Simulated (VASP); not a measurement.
Here is a VASP 6.6.1 calculation.

File POSCAR:

```
Ga2Sn
1.0
    2.5097670000      4.3470410000      0.0000000000
   -2.5097670000      4.3470410000      0.0000000000
    0.0000000000      0.0000000000      6.6008130000
Ga Sn
4 2
Direct
    0.0000000000      0.0000000000      0.0000000000
    0.0000000000      0.0000000000      0.5000000000
    0.3333000000      0.3334000000      0.7500000000
    0.6666000000      0.6667000000      0.2500000000
    0.3333000000      0.3334000000      0.2500000000
    0.6666000000      0.6667000000      0.7500000000
```

File INCAR.step1:

```
ALGO = Normal
EDIFF = 1E-4
ENCUT = 520
GGA = PE
ISMEAR = -1
LASPH = True
LCHARG = False
LREAL = False
LWAVE = True
NBANDS = 49
NELM = 60
PREC = Accurate
SIGMA = 0.1
```

The input INCAR.step2:

```
ALGO = Normal
EDIFF = 1E-7
ENCUT = 520
ISIF = 2
ISMEAR = -1
ISTART = 1
LASPH = True
LCHARG = True
LELF = True
LMIXTAU = True
LREAL = False
LVHAR = True
LWAVE = False
METAGGA = R2SCAN
NBANDS = 49
NELM = 60
PREC = Accurate
SIGMA = 0.1
```

KPOINTS

```
k-points
0
Gamma
  8 8 5
```

Potentials or basis: VASP PAW PBE potentials, release 64 (Ga_d, Sn_d).

Run with:

```sh
$ cat potpaw_PBE.64/Ga_d/POTCAR potpaw_PBE.64/Sn_d/POTCAR > POTCAR
$ cp INCAR.step1 INCAR
$ mpirun -np 1 vasp_std > vasp.out
$ cp INCAR.step2 INCAR
$ mpirun -np 1 vasp_std > vasp.out
```

**Question.** Predict the pressure.

**Answer.** -3.5 GPa.

**Question.** Estimate the band gap on the k mesh.

**Answer.** None (metal or under the smearing width).

Stress tensor (GPa, compression positive):
```
-2.82  0.00  0.00
 0.00 -2.82  0.00
 0.00  0.00 -4.80
```

Caveat: the PAW data sets were made with another functional, which shifts forces and pressure a little.
